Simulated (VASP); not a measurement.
Output of a VASP run:

File OSZICAR:
```
       N       E                     dE             d eps       ncg     rms          rms(c)
DAV:   1     0.177071134184E+03    0.17707E+03   -0.15695E+04  1470   0.214E+03
DAV:   2    -0.425411529110E+02   -0.21961E+03   -0.21211E+03  1470   0.379E+02
DAV:   3    -0.538397427379E+02   -0.11299E+02   -0.10900E+02  1591   0.115E+02
DAV:   4    -0.540666487487E+02   -0.22691E+00   -0.22563E+00  1684   0.144E+01
DAV:   5    -0.540750736250E+02   -0.84249E-02   -0.84194E-02  1796   0.262E+00    0.208E+01
DAV:   6    -0.503311658729E+02    0.37439E+01   -0.65319E+01  1666   0.139E+02    0.185E+01
DAV:   7    -0.463785847165E+02    0.39526E+01   -0.17030E+01  1608   0.717E+01    0.475E+00
DAV:   8    -0.464186170840E+02   -0.40032E-01   -0.75726E-01  1716   0.801E+00    0.256E+00
DAV:   9    -0.463608498812E+02    0.57767E-01   -0.22937E-01  1657   0.808E+00    0.417E-01
DAV:  10    -0.463689810346E+02   -0.81312E-02   -0.15167E-02  1685   0.124E+00    0.159E-01
DAV:  11    -0.463696609759E+02   -0.67994E-03   -0.40635E-03  1665   0.601E-01    0.101E-01
DAV:  12    -0.463703899689E+02   -0.72899E-03   -0.10046E-03  1744   0.366E-01    0.353E-02
DAV:  13    -0.463703825024E+02    0.74665E-05   -0.12992E-04  1578   0.114E-01    0.130E-02
DAV:  14    -0.463704221648E+02   -0.39662E-04   -0.79045E-05  1560   0.821E-02    0.929E-03
DAV:  15    -0.463704239765E+02   -0.18118E-05   -0.15465E-05  1678   0.636E-02    0.561E-03
DAV:  16    -0.463704306830E+02   -0.67065E-05   -0.10165E-05  1581   0.426E-02    0.145E-03
DAV:  17    -0.463704308253E+02   -0.14230E-06   -0.58749E-07  1536   0.101E-02    0.145E-03
DAV:  18    -0.463704310591E+02   -0.23376E-06   -0.13824E-07   838   0.631E-03    0.312E-04
DAV:  19    -0.463704310836E+02   -0.24573E-07   -0.27768E-08   790   0.247E-03
   1 F= -.46370431E+02 E0= -.46370662E+02  d E =0.692501E-03
```

**OUTCAR**
```
------------------------ aborting loop because EDIFF is reached ----------------------------------------
  FORCE on cell =-STRESS in cart. coord.  units (eV):
  Direction    XX          YY          ZZ          XY          YZ          ZX
  --------------------------------------------------------------------------------------
  Total        0.1348233      0.1348233      0.1348233     -0.0000000      0.0000000      0.0000000
  in kB        5.1991362      5.1991362      5.1991362     -0.0000000      0.0000000      0.0000000
  external PRESSURE =       5.1991362 kB  Pullay stress =       0.0000000 kB
  volume of cell :       41.55
      direct lattice vectors                 reciprocal lattice vectors
     3.463496936  0.000000000  0.000000000     0.288725533  0.000000000  0.000000000
     0.000000000  3.463496936  0.000000000     0.000000000  0.288725533  0.000000000
     0.000000000  0.000000000  3.463496936     0.000000000  0.000000000  0.288725533
 POSITION                                       TOTAL-FORCE (eV/Angst)
 -----------------------------------------------------------------------------------
      0.00000      0.00000      0.00000         0.000000      0.000000      0.000000
      0.00000      1.73175      1.73175         0.000000      0.000000      0.000000
      1.73175      0.00000      1.73175         0.000000      0.000000      0.000000
      1.73175      1.73175      0.00000         0.000000      0.000000      0.000000
 -----------------------------------------------------------------------------------
    total drift:                                0.000000      0.000000      0.000000
  FREE ENERGIE OF THE ION-ELECTRON SYSTEM (eV)
  ---------------------------------------------------
  free  energy   TOTEN  =       -46.3704310836 eV

  energy  without entropy=      -46.3711235850  energy(sigma->0) =      -46.37066192
```
(Selected blocks of OUTCAR.)

File POSCAR:
```
Ni3Si
1
    3.4634969364    -0.0000000000    -0.0000000000
    0.0000000000     3.4634969364    -0.0000000000
    0.0000000000     0.0000000000     3.4634969364
Si Ni
1 3
Direct
  0.0000000000   0.0000000000   0.0000000000
  0.0000000000   0.5000000000   0.5000000000
  0.5000000000   0.0000000000   0.5000000000
  0.5000000000   0.5000000000   0.0000000000
```

Reconstruct the remaining input files.

One answer among several that fit: the input of the run itself, r2SCAN meta-GGA, plane waves, VASP's PBE PAW potentials (set 64).

**INCAR**
```
SYSTEM=Ni3Si
PREC=Accurate; ENCUT=480; LREAL=F
LASPH=T
EDIFF=1E-7; NELM=100; ALGO=Normal
LMAXMIX=4; LMIXTAU=T
ISMEAR=1; SIGMA=0.1
METAGGA=R2SCAN
ISIF=2
LWAVE=F; LCHARG=F
```

**KPOINTS**
```
Automatic mesh
0
Gamma
8 8 8
0 0 0
```

POTCAR, in this order: Si Ni (PBE.64 set). Program: vasp_std.

The compound is Ni3Si in the L1_2 structure. It was relaxed first. The run is not spin-polarised, so no magnetic state was tried.
